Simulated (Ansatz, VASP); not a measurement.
# SnTe: VASP beside Ansatz

Aim: how closely do two programs agree when they are given the same cell, functional and k mesh? The cell is taken from a series of runs on this material, whose earlier steps may have relaxed, scaled, displaced or heated it; both programs get it as it stands.

Method: plane waves, with VASP 6.6.1 beside it; elastic constants at r2SCAN, in Ansatz 0.2.0.

**1. Starting point**

It takes space group Fm-3m (No. 225, cubic). Conventional cell: a = 6.375 Å, b = 6.375 Å, c = 6.375 Å, α = 90.00°, β = 90.00°, γ = 90.00°. Sn has 6 Te at 3.19 Å nearest. Te has 6 Sn at 3.19 Å nearest. Farther neighbours and most contacts between anions are not listed.

**2. VASP: elastic constants, r2SCAN**

Elastic constants are differences of stresses under small strains, so they test the stress and the mesh.

Lines of VASP's logs that name or quote its potential files are left out, and so is its time.

INCAR reads:

```
SYSTEM = SnTe
PREC = Accurate
ENCUT = 550
EDIFF = 1E-08
NELM = 120
ISMEAR = 0
SIGMA = 0.01
LREAL = .FALSE.
ALGO = Normal
METAGGA = R2SCAN
LASPH = .TRUE.
NBANDS = 16
LORBIT = 11
LWAVE = .FALSE.
LCHARG = .FALSE.
ISIF = 3
IBRION = 6
NFREE = 2
POTIM = 0.015
NSW = 1
GGA_COMPAT = .FALSE.
EFERMI = MIDGAP
LMIXTAU = .TRUE.
KPAR = 2
```

POSCAR reads:

```
SnTe
1.0
    0.0000000000      3.1876321245      3.1876321245
    3.1876321245      0.0000000000      3.1876321245
    3.1876321245      3.1876321245      0.0000000000
Sn Te
1 1
Direct
    0.0000000000      0.0000000000      0.0000000000
    0.5000000000      0.5000000000      0.5000000000
```

KPOINTS reads:

```
Automatic mesh
0
Gamma
8 8 8
0 0 0
```

Potentials, in the order of the species: Sn_d and Te (PBE family, release 64).

Launch:

```
$ mpirun -np 2 vasp_std
```

Numbers of over 12 decimals in the logs are rounded to 6 here.

The program printed:

```text
[banner, memory and clock lines left out]
running    2 mpi-ranks, on    1 nodes
 distrk:  each k-point on    1 cores,    2 groups
 distr:  one band on    1 cores,    1 groups

 POSCAR found type information on POSCAR SnTe
 POSCAR found :  2 types and       2 ions
|                                                                             |
|               ----> ADVICE to this user running VASP <----                  |
|                                                                             |
|     You enforced a specific xc type in the INCAR file but a different       |
|     [... a line on the potential file left out ...]
|     I HOPE YOU KNOW WHAT YOU ARE DOING!                                     |
|                                                                             |

 LDA part: xc-table for (None), standard interpolation
 POSCAR, INCAR and KPOINTS ok, starting setup
 FFT: planning ... GRIDC
 FFT: planning ... GRID_SOFT
 FFT: planning ... GRID
 WAVECAR not read
 entering main loop
       N       E                     dE             d eps       ncg     rms          rms(c)
DAV:   1     0.891382770247E+02    0.89138E+02   -0.10282E+04   936   0.152E+03
DAV:   2    -0.417510972503E+02   -0.13089E+03   -0.12811E+03  1000   0.388E+02
DAV:   3    -0.534632832984E+02   -0.11712E+02   -0.11682E+02  1208   0.960E+01
DAV:   4    -0.537832067546E+02   -0.31992E+00   -0.31988E+00  1088   0.169E+01
DAV:   5    -0.537972485418E+02   -0.14042E-01   -0.14042E-01  1416   0.328E+00    0.436E+00
DAV:   6    -0.506019046926E+02    0.31953E+01   -0.89158E-01  1128   0.142E+01    0.326E+00
DAV:   7    -0.505091500386E+02    0.92755E-01   -0.77051E-01   992   0.828E+00    0.987E-01
DAV:   8    -0.506342080424E+02   -0.12506E+00   -0.61520E-01   936   0.555E+00    0.502E-01
DAV:   9    -0.506665935441E+02   -0.32386E-01   -0.22581E-02  1160   0.108E+00    0.507E-01
DAV:  10    -0.506562761686E+02    0.10317E-01   -0.51652E-03  1048   0.444E-01    0.675E-01
DAV:  11    -0.506837740586E+02   -0.27498E-01   -0.96358E-02   960   0.195E+00    0.149E-01
DAV:  12    -0.506860728041E+02   -0.22987E-02   -0.48796E-03  1056   0.480E-01    0.131E-01
DAV:  13    -0.506836584670E+02    0.24143E-02   -0.15877E-03  1040   0.305E-01    0.287E-01
DAV:  14    -0.506866154505E+02   -0.29570E-02   -0.52274E-03   928   0.613E-01    0.215E-02
DAV:  15    -0.506866872023E+02   -0.71752E-04   -0.18091E-04  1232   0.909E-02    0.268E-02
DAV:  16    -0.506866883457E+02   -0.11434E-05   -0.25914E-06  1248   0.135E-02    0.290E-02
DAV:  17    -0.506866989378E+02   -0.10592E-04   -0.31590E-06  1120   0.202E-02    0.211E-02
DAV:  18    -0.506867108635E+02   -0.11926E-04   -0.42483E-05  1088   0.740E-02    0.923E-03
DAV:  19    -0.506867103484E+02    0.51511E-06   -0.21934E-06  1032   0.171E-02    0.917E-03
DAV:  20    -0.506867110805E+02   -0.73208E-06   -0.14519E-07  1136   0.455E-03    0.518E-03
DAV:  21    -0.506867113980E+02   -0.31757E-06   -0.27155E-07  1136   0.573E-03    0.130E-03
DAV:  22    -0.506867115517E+02   -0.15364E-06   -0.36829E-08  1016   0.202E-03    0.903E-04
DAV:  23    -0.506867114387E+02    0.11299E-06   -0.68117E-09   704   0.686E-04    0.289E-04
DAV:  24    -0.506867114391E+02   -0.36107E-09   -0.31030E-09   552   0.538E-04
   1 F= -.50686711E+02 E0= -.50686711E+02  d E =-.832351E-25
[...]
11 F= -.50685878E+02 E0= -.50685878E+02  d E =-.301549E-06
[...]
12 F= -.50685870E+02 E0= -.50685870E+02  d E =-.300977E-06
[...]
13 F= -.50685878E+02 E0= -.50685878E+02  d E =-.300929E-06
[...]
14 F= -.50686808E+02 E0= -.50686808E+02  d E =-.217643E-26
[...]
15 F= -.50686808E+02 E0= -.50686808E+02  d E =-.217661E-26
[...]
16 F= -.50686808E+02 E0= -.50686808E+02  d E =-.217304E-26
 Finite differences progress:
  Degree of freedom:   8/  8
  Displacement:        1/  2
  Total:              15/ 16
 bond charge predicted
       N       E                     dE             d eps       ncg     rms          rms(c)
DAV:   1    -0.506849766358E+02    0.18312E-02   -0.35452E-01  1936   0.219E+00    0.110E-01
DAV:   2    -0.506867198355E+02   -0.17432E-02   -0.94391E-03  2176   0.567E-01    0.458E-02
DAV:   3    -0.506867397073E+02   -0.19872E-04   -0.23005E-04  2664   0.108E-01    0.446E-02
DAV:   4    -0.506867987937E+02   -0.59086E-04   -0.12538E-04  2200   0.715E-02    0.318E-02
DAV:   5    -0.506867525291E+02    0.46265E-04   -0.77496E-05  2024   0.626E-02    0.707E-03
DAV:   6    -0.506868053566E+02   -0.52828E-04   -0.70293E-05  1992   0.531E-02    0.140E-02
DAV:   7    -0.506868075870E+02   -0.22304E-05   -0.13647E-06  2424   0.831E-03    0.830E-03
DAV:   8    -0.506868069465E+02    0.64053E-06   -0.36159E-07  2160   0.427E-03    0.512E-03
DAV:   9    -0.506868078298E+02   -0.88331E-06   -0.33342E-07  2040   0.457E-03    0.919E-04
DAV:  10    -0.506868078352E+02   -0.54306E-08   -0.14338E-08  2112   0.886E-04
  17 F= -.50686808E+02 E0= -.50686808E+02  d E =-.217599E-26
 Finite differences progress:
  Degree of freedom:   8/  8
  Displacement:        2/  2
  Total:              16/ 16
```

From OUTCAR (step 2):

```text
ion  position               nearest neighbor table
   1  0.000  0.000  0.000-   2 3.19   2 3.19   2 3.19   2 3.19   2 3.19   2 3.19
   2  0.500  0.500  0.500-   1 3.19   1 3.19   1 3.19   1 3.19   1 3.19   1 3.19

  LATTYP: Found a face centered cubic cell.
 ALAT       =     6.3752642490

 Subroutine GETGRP returns: Found 48 space group operations
 (whereof 48 operations were pure point group operations)

The static configuration has the point symmetry O_h .

 Found     29 irreducible k-points:

   k-points           NKPTS =     29   k-points in BZ     NKDIM =     29   number of bands    NBANDS=     16

   dimension x,y,z NGX =    36 NGY =   36 NGZ =   36
   dimension x,y,z NGXF=    72 NGYF=   72 NGZF=   72

   ENCUT  =  550.0 eV  40.42 Ry    6.36 a.u.   8.62  8.62  8.62*2*pi/ulx,y,z

   NELECT =      20.0000    total number of electrons

 k-points in reciprocal lattice and weights: Automatic mesh
   0.00000000  0.00000000  0.00000000       0.002
   0.12500000  0.00000000  0.00000000       0.016
   0.25000000  0.00000000  0.00000000       0.016
   0.37500000  0.00000000  0.00000000       0.016
   0.50000000  0.00000000  0.00000000       0.008
   0.12500000  0.12500000  0.00000000       0.012
   0.25000000  0.12500000  0.00000000       0.047
   0.37500000  0.12500000  0.00000000       0.047
   0.50000000  0.12500000  0.00000000       0.047
[...]
-0.37500000  0.50000000  0.12500000       0.023
  -0.25000000  0.50000000  0.25000000       0.012

 average (electrostatic) potential at core
       1-106.6356       2 -93.0970

 E-fermi :   6.6506

 k-point     1 :       0.0000    0.0000    0.0000
  band No.  band energies     occupation
    ...
      6      -6.6491      2.00000
      7       1.7009      2.00000
      8       4.1961      2.00000
      9       4.1968      2.00000
     10       4.1968      2.00000
     11       9.9426      0.00000
     12       9.9426      0.00000
     13       9.9447      0.00000
     14      11.6163      0.00000
     15      11.6177      0.00000
    ...

 k-point     2 :       0.1250    0.0000    0.0000
  band No.  band energies     occupation
    ...
      6      -6.5171      2.00000
      7       0.9576      2.00000
      8       4.2238      2.00000
      9       4.2244      2.00000
     10       4.7440      2.00000
     11       9.2571      0.00000
     12       9.2573      0.00000
     13       9.3333      0.00000
     14      11.5667      0.00000
     15      11.9385      0.00000
    ...

 k-point     3 :       0.2500    0.0000    0.0000
  band No.  band energies     occupation
    ...
      6      -6.1467      2.00000
      7      -0.3537      2.00000
      8       4.3170      2.00000
      9       4.3176      2.00000
     10       5.5159      2.00000
     11       8.1392      0.00000
     12       8.1400      0.00000
     13       8.2816      0.00000
     14      11.9976      0.00000
     15      12.8359      0.00000
    ...

  Total       -0.0092177     -0.0105393     -0.0105393      0.0000000     -0.0000000      0.0000000
  in kB       -0.2279799     -0.2606678     -0.2606678      0.0000000     -0.0000000      0.0000000
  external PRESSURE =      -0.2497718 kB  Pullay stress =       0.0000000 kB

  energy-cutoff  :      550.00
  volume of cell :       64.78
      direct lattice vectors                 reciprocal lattice vectors
     0.000000000  3.187632124  3.187632124    -0.156856243  0.156856243  0.156856243
     3.187632124  0.000000000  3.187632124     0.156856243 -0.156856243  0.156856243
     3.187632124  3.187632124  0.000000000     0.156856243  0.156856243 -0.156856243

 POSITION                                       TOTAL-FORCE (eV/Angst)
 -----------------------------------------------------------------------------------
      0.00000      0.00000      0.00000         0.012710      0.000000      0.000000
      3.17263      3.18763      3.18763        -0.012710      0.000000      0.000000
 -----------------------------------------------------------------------------------
    total drift:                               -0.000002     -0.000000     -0.000000

  FREE ENERGIE OF THE ION-ELECTRON SYSTEM (eV)
  ---------------------------------------------------
  free  energy   TOTEN  =       -50.6868078352 eV

  energy  without entropy=      -50.6868078352  energy(sigma->0) =      -50.68680784

  SYMMETRIZED ELASTIC MODULI (kBar)
 Direction    XX          YY          ZZ          XY          YZ          ZX
 --------------------------------------------------------------------------------
 XX        1268.4566     37.3850     37.3850      0.0000      0.0000      0.0000
 YY          37.3850   1268.4566     37.3850      0.0000      0.0000      0.0000
 ZZ          37.3850     37.3850   1268.4566     -0.0000      0.0000      0.0000
 XY           0.0000      0.0000     -0.0000    184.6395      0.0000      0.0000
 YZ           0.0000      0.0000      0.0000      0.0000    184.6395      0.0000
 ZX           0.0000      0.0000      0.0000      0.0000      0.0000    184.6395
 --------------------------------------------------------------------------------

 Eigenvectors and eigenvalues of the dynamical matrix
 ----------------------------------------------------

   1 f  =    0.002255 THz     0.014166 2PiTHz    0.075206 cm-1     0.009324 meV
             X         Y         Z           dx          dy          dz
      0.000000  0.000000  0.000000     0.694919   -0.014171   -0.008346
      3.187632  3.187632  3.187632     0.718699   -0.014655   -0.008631

   2 f  =    0.002255 THz     0.014166 2PiTHz    0.075206 cm-1     0.009324 meV
             X         Y         Z           dx          dy          dz
      0.000000  0.000000  0.000000    -0.000344    0.340149   -0.606202
      3.187632  3.187632  3.187632    -0.000356    0.351789   -0.626946

   3 f  =    0.002255 THz     0.014166 2PiTHz    0.075206 cm-1     0.009324 meV
             X         Y         Z           dx          dy          dz
      0.000000  0.000000  0.000000     0.016442    0.606037    0.340047
      3.187632  3.187632  3.187632     0.017005    0.626775    0.351683

   4 f/i=    1.832758 THz    11.515555 2PiTHz   61.134210 cm-1     7.579673 meV
             X         Y         Z           dx          dy          dz
      0.000000  0.000000  0.000000     0.508339   -0.508339   -0.000000
      3.187632  3.187632  3.187632    -0.491520    0.491520   -0.000000

   5 f/i=    1.832758 THz    11.515555 2PiTHz   61.134210 cm-1     7.579673 meV
             X         Y         Z           dx          dy          dz
      0.000000  0.000000  0.000000     0.000000    0.000000   -0.718900
      3.187632  3.187632  3.187632     0.000000    0.000000    0.695114

   6 f/i=    1.832758 THz    11.515555 2PiTHz   61.134210 cm-1     7.579673 meV
             X         Y         Z           dx          dy          dz
      0.000000  0.000000  0.000000    -0.508339   -0.508339    0.000000
      3.187632  3.187632  3.187632     0.491520    0.491520    0.000000

 ELASTIC MODULI CONTR FROM IONIC RELAXATION (kBar)
 Direction    XX          YY          ZZ          XY          YZ          ZX
 --------------------------------------------------------------------------------
 XX           0.0000      0.0000      0.0000      0.0000      0.0000      0.0000
 YY           0.0000      0.0000      0.0000      0.0000      0.0000      0.0000
 ZZ           0.0000      0.0000      0.0000      0.0000      0.0000      0.0000
 XY           0.0000      0.0000      0.0000      0.0000      0.0000      0.0000
 YZ           0.0000      0.0000      0.0000      0.0000      0.0000      0.0000
 ZX           0.0000      0.0000      0.0000      0.0000      0.0000      0.0000
 --------------------------------------------------------------------------------

 TOTAL ELASTIC MODULI (kBar)
 Direction    XX          YY          ZZ          XY          YZ          ZX
 --------------------------------------------------------------------------------
 XX        1268.4566     37.3850     37.3850      0.0000      0.0000      0.0000
 YY          37.3850   1268.4566     37.3850      0.0000      0.0000      0.0000
 ZZ          37.3850     37.3850   1268.4566     -0.0000      0.0000      0.0000
 XY           0.0000      0.0000     -0.0000    184.6395      0.0000      0.0000
 YZ           0.0000      0.0000      0.0000      0.0000    184.6395      0.0000
 ZX           0.0000      0.0000      0.0000      0.0000      0.0000    184.6395
 --------------------------------------------------------------------------------

 total charge
# of ion       s       p       d       tot
------------------------------------------
    1        1.351   0.726   9.978  12.055
    2        1.381   2.004   0.027   3.413
--------------------------------------------------
tot          2.732   2.730  10.005  15.468

[... 3 further parts left out ...]
```

CONTCAR:

```
SnTe
   1.00000000000000
     0.0000000000000000    3.1876321244999999    3.1876321244999999
     3.1876321244999999    0.0000000000000000    3.1876321244999999
     3.1876321244999999    3.1876321244999999    0.0000000000000000
  Sn              Te
     1     1
Direct
     0.0000000000000000    0.0000000000000000    0.0000000000000000
     0.5023528436491639    0.4976471563508363    0.4976471563508363
```

Levels, forces or a CONTCAR printed for this step are those of its last displaced cell, not of the structure at rest.

(Continued in part 2 of 2.)

[Lines on the potential files, build, host, timing and source positions are cut from VASP's logs without a mark.]

[Logs are printed without paths, hosts, clocks, repeated set-up lines and the standing remarks that a program may print on its own settings, such as how far it seeks lower states.]

[Hosts, paths, dates, database ids (printed as entryN), source tags and the programs' standing remarks are cut or masked in the printed files.]
